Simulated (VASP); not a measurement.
Method: LDA (Ceperley-Alder, Perdew-Zunger), VASP's LDA PAW potentials (set 64) (plane waves; VASP).

The input files of a VASP run:

INCAR:
```
SYSTEM = Ga2O3
PREC = Accurate
ENCUT = 520
EDIFF = 1E-6
NELM = 100
ALGO = Normal
LREAL = .FALSE.
LASPH = .TRUE.
ISMEAR = 0
SIGMA = 0.05
LMAXMIX = 4
LWAVE = .FALSE.
LCHARG = .FALSE.
IBRION = 2
ISIF = 3
NSW = 60
EDIFFG = -0.02
```

**KPOINTS**
```
Automatic mesh
0
Gamma
5 5 5
0 0 0
```

**POSCAR**
```
Ga2O3
1
    4.6750867540    -2.4798507503    -0.0024350052
    4.6750867540     2.4798507503    -0.0024350052
    3.3618065936    -0.0000000000     4.0870968291
Ga O
4 6
Direct
  0.8551753822   0.8551753822   0.8551753822
  0.3551753822   0.3551753822   0.3551753822
  0.1448246178   0.1448246178   0.1448246178
  0.6448246178   0.6448246178   0.6448246178
  0.4469799566   0.0530200434   0.7500000000
  0.0530200434   0.7500000000   0.4469799566
  0.5530200434   0.9469799566   0.2500000000
  0.2500000000   0.5530200434   0.9469799566
  0.9469799566   0.2500000000   0.5530200434
  0.7500000000   0.4469799566   0.0530200434
```

POTCAR, in this order: Ga_d O (LDA.64 set). Program: vasp_std.

Output of the run:

**OUTCAR**
```
 ion  position               nearest neighbor table
   1  0.855  0.855  0.855-   9 1.92   7 1.92   8 1.92  10 2.06   6 2.06   5 2.06   4 2.81
   2  0.355  0.355  0.355-  10 1.92   5 1.92   6 1.92   9 2.06   8 2.06   7 2.06   3 2.81
   3  0.145  0.145  0.145-   6 1.92   5 1.92  10 1.92   8 2.06   9 2.06   7 2.06   2 2.81
   4  0.645  0.645  0.645-   8 1.92   7 1.92   9 1.92   6 2.06  10 2.06   5 2.06   1 2.81
   5  0.447  0.053  0.750-   2 1.92   3 1.92   1 2.06   4 2.06
   6  0.053  0.750  0.447-   3 1.92   2 1.92   4 2.06   1 2.06
   7  0.553  0.947  0.250-   1 1.92   4 1.92   3 2.06   2 2.06
   8  0.250  0.553  0.947-   4 1.92   1 1.92   3 2.06   2 2.06
   9  0.947  0.250  0.553-   1 1.92   4 1.92   2 2.06   3 2.06
  10  0.750  0.447  0.053-   2 1.92   3 1.92   1 2.06   4 2.06
  LATTYP: Found a trigonal (rhomboedric) cell.
 ALAT       =     5.2920791595
 COS(alpha) =     0.5608342938
 Subroutine PRICEL returns:
 Original cell was already a primitive cell.
 Subroutine GETGRP returns: Found 12 space group operations
The static configuration has the point symmetry S_6 .
 The point group associated with its full space group is D_3d.
The dynamic configuration has the point symmetry S_6 .
 Subroutine INISYM returns: Found 12 space group operations
 Subroutine IBZKPT returns following result:
 Found     19 irreducible k-points:

 Following reciprocal coordinates:
...
```

File OSZICAR:
```
       N       E                     dE             d eps       ncg     rms          rms(c)
DAV:   1     0.121167256480E+04    0.12117E+04   -0.40650E+04  2256   0.320E+03
DAV:   2     0.183703117505E+03   -0.10280E+04   -0.98511E+03  2072   0.824E+02
DAV:   3    -0.571604098306E+02   -0.24086E+03   -0.23473E+03  2300   0.266E+02
DAV:   4    -0.760286295961E+02   -0.18868E+02   -0.18692E+02  2492   0.806E+01
DAV:   5    -0.767060638373E+02   -0.67743E+00   -0.67565E+00  2608   0.154E+01    0.166E+01
DAV:   6    -0.683682292797E+02    0.83378E+01   -0.32507E+01  3680   0.638E+01    0.457E+00
DAV:   7    -0.683970362746E+02   -0.28807E-01   -0.28185E+00  2156   0.989E+00    0.308E+00
DAV:   8    -0.682951572350E+02    0.10188E+00   -0.47921E-01  2856   0.532E+00    0.112E+00
DAV:   9    -0.682702407184E+02    0.24917E-01   -0.16407E-01  3144   0.463E+00    0.152E-01
DAV:  10    -0.682706387496E+02   -0.39803E-03   -0.10368E-02  2836   0.103E+00    0.521E-02
DAV:  11    -0.682706420814E+02   -0.33318E-05   -0.12359E-03  2544   0.445E-01    0.136E-02
DAV:  12    -0.682706596840E+02   -0.17603E-04   -0.20311E-04  2492   0.115E-01    0.116E-02
DAV:  13    -0.682706590047E+02    0.67930E-06   -0.15613E-05  2828   0.239E-02    0.220E-03
DAV:  14    -0.682706590527E+02   -0.48067E-07   -0.11255E-06  1380   0.700E-03
   1 F= -.68270659E+02 E0= -.68270659E+02  d E =-.682707E+02
       N       E                     dE             d eps       ncg     rms          rms(c)
DAV:   1    -0.682746413404E+02   -0.39823E-02   -0.26517E-01  2972   0.413E+00    0.423E-01
DAV:   2    -0.682721672948E+02    0.24740E-02   -0.16060E-02  2768   0.121E+00    0.187E-01
DAV:   3    -0.682714607789E+02    0.70652E-03   -0.29810E-03  3332   0.517E-01    0.593E-02
DAV:   4    -0.682713863880E+02    0.74391E-04   -0.65491E-04  2984   0.178E-01    0.304E-02
DAV:   5    -0.682713605881E+02    0.25800E-04   -0.68312E-05  2416   0.559E-02    0.504E-03
DAV:   6    -0.682713600263E+02    0.56181E-06   -0.12857E-05  2284   0.353E-02    0.300E-03
DAV:   7    -0.682713599201E+02    0.10618E-06   -0.69333E-07  1204   0.120E-02
   2 F= -.68271360E+02 E0= -.68271360E+02  d E =-.700867E-03
       N       E                     dE             d eps       ncg     rms          rms(c)
DAV:   1    -0.682713654197E+02   -0.53934E-05   -0.51548E-04  2956   0.183E-01    0.186E-02
DAV:   2    -0.682713607498E+02    0.46698E-05   -0.31378E-05  2712   0.533E-02    0.828E-03
DAV:   3    -0.682713592396E+02    0.15102E-05   -0.46028E-06  2032   0.230E-02    0.207E-03
DAV:   4    -0.682713591194E+02    0.12026E-06   -0.11950E-06  1140   0.861E-03
   3 F= -.68271359E+02 E0= -.68271359E+02  d E =-.700067E-03
       N       E                     dE             d eps       ncg     rms          rms(c)
DAV:   1    -0.682724968336E+02   -0.11376E-02   -0.24168E-01  2564   0.311E+00    0.262E-01
DAV:   2    -0.682721705780E+02    0.32626E-03   -0.11928E-02  2756   0.995E-01    0.121E-01
DAV:   3    -0.682719235690E+02    0.24701E-03   -0.16794E-03  3056   0.298E-01    0.421E-02
DAV:   4    -0.682719059277E+02    0.17641E-04   -0.18472E-04  2276   0.909E-02    0.272E-02
DAV:   5    -0.682718816542E+02    0.24273E-04   -0.61211E-05  3448   0.948E-02    0.489E-03
DAV:   6    -0.682718816909E+02   -0.36698E-07   -0.11281E-05  2176   0.296E-02    0.266E-03
DAV:   7    -0.682718814424E+02    0.24851E-06   -0.10670E-06  1176   0.121E-02
   4 F= -.68271881E+02 E0= -.68271881E+02  d E =-.522323E-03
```

### OUTCAR
```
------------------------ aborting loop because EDIFF is reached ----------------------------------------
  FORCE on cell =-STRESS in cart. coord.  units (eV):
  Direction    XX          YY          ZZ          XY          YZ          ZX
  --------------------------------------------------------------------------------------
  Total       -0.0941687      0.0317905      0.0188008      0.0000000      0.0000000     -0.0404496
  in kB       -1.5898779      0.5367281      0.3174199      0.0000000      0.0000000     -0.6829217
  external PRESSURE =      -0.2452433 kB  Pullay stress =       0.0000000 kB
  volume of cell :       94.90
      direct lattice vectors                 reciprocal lattice vectors
     4.673534421 -2.481556740 -0.003968004     0.106910826 -0.201486427 -0.087846828
     4.673534421  2.481556740 -0.003968004     0.106910826  0.201486427 -0.087846828
     3.359350802  0.000000000  4.088377184     0.000207526  0.000000000  0.244425307
 POSITION                                       TOTAL-FORCE (eV/Angst)
 -----------------------------------------------------------------------------------
     10.87253      0.00000      3.49152        -0.000054      0.000000     -0.000017
      4.51932      0.00000      1.45130        -0.000054      0.000000     -0.000017
      1.83389      0.00000      0.58892         0.000054      0.000000      0.000017
      8.18710      0.00000      2.62914         0.000054      0.000000      0.000017
      4.85628     -0.97985      3.06430         0.000000     -0.003143      0.000000
      5.25392      1.73070      1.82606        -0.000832      0.001572      0.002592
      7.85014      0.97985      1.01614         0.000000      0.003143      0.000000
      6.93359      0.75086      3.87025        -0.000832     -0.001572      0.002592
      7.45250     -1.73070      2.25438         0.000832     -0.001572     -0.002592
      5.77283     -0.75086      0.21019         0.000832      0.001572     -0.002592
 -----------------------------------------------------------------------------------
    total drift:                               -0.000000     -0.000000      0.000000
  FREE ENERGIE OF THE ION-ELECTRON SYSTEM (eV)
  ---------------------------------------------------
  free  energy   TOTEN  =       -68.2718814424 eV

  energy  without entropy=      -68.2718814424  energy(sigma->0) =      -68.27188144

 reached required accuracy - stopping structural energy minimisation
```
(Selected blocks of OUTCAR.)

**CONTCAR**
```
Ga2O3
   1.00000000000000
     4.6735344205250531   -2.4815567395764413   -0.0039680035006015
     4.6735344205250531    2.4815567395764413   -0.0039680035006015
     3.3593508017955420    0.0000000000000000    4.0883771839331180
  Ga              O
     4     6
Direct
     0.8556724349447018    0.8556724349447018    0.8556724349446500
     0.3556724349447019    0.3556724349447019    0.3556724349446499
     0.1443275650552982    0.1443275650552982    0.1443275650553501
     0.6443275650552982    0.6443275650552982    0.6443275650553500
     0.4474255974449552    0.0525744025550448    0.7500000000000000
     0.0525744025550331    0.7499999999999883    0.4474255974449738
     0.5525744025550449    0.9474255974449551    0.2500000000000000
     0.2499999999999883    0.5525744025550331    0.9474255974449738
     0.9474255974449669    0.2500000000000117    0.5525744025550262
     0.7500000000000117    0.4474255974449669    0.0525744025550262
```

File OUTCAR:
```
 val. band max:        4.4441482149   @ k =  -0.2000   0.2000   0.0000

 cond. band min:       7.4227795078   @ k =   0.0000   0.0000   0.0000


 Fermi energy:         4.6909217308

 k-point     1 :       0.0000    0.0000    0.0000
  band No.  band energies     occupation
      1     -14.4959      2.00000
      2     -12.3490      2.00000
      3     -12.3490      2.00000
      4     -12.2964      2.00000
      5     -12.2758      2.00000
      6     -12.2758      2.00000
      7      -8.2361      2.00000
      8      -8.2361      2.00000
      9      -8.1365      2.00000
     10      -8.1365      2.00000
     11      -8.0574      2.00000
     12      -8.0346      2.00000
     13      -7.9799      2.00000
     14      -7.9799      2.00000
     15      -7.9368      2.00000
     16      -7.9368      2.00000
     17      -7.8746      2.00000
     18      -7.8746      2.00000
     19      -7.7912      2.00000
     20      -7.7912      2.00000
     21      -7.7875      2.00000
     22      -7.7846      2.00000
     23      -7.5161      2.00000
     24      -7.5161      2.00000
     25      -6.8360      2.00000
     26      -6.8360      2.00000
     27      -2.9589      2.00000
     28      -2.2977      2.00000
     29      -1.0069      2.00000
     30      -1.0069      2.00000
     31       0.0254      2.00000
     32       0.3813      2.00000
     33       0.7156      2.00000
     34       0.7156      2.00000
     35       0.9981      2.00000
     36       3.4132      2.00000
     37       3.4132      2.00000
     38       3.9022      2.00000
     39       3.9022      2.00000
     40       4.0897      2.00000
     41       4.1362      2.00000
     42       4.1362      2.00000
     43       4.1840      2.00000
     44       4.1840      2.00000
     45       7.4228      0.00000
     46      11.1187      0.00000
     47      11.2009      0.00000
     48      13.3093      0.00000
     49      14.6246      0.00000
     50      14.6246      0.00000
     51      14.8480      0.00000
...
```

The compound is Ga2O3 in the corundum structure, the metastable α form; monoclinic β is stable. This run relaxes it. Symmetry was kept, so distortions that lower it aren't found. The start is the result of an earlier pass.
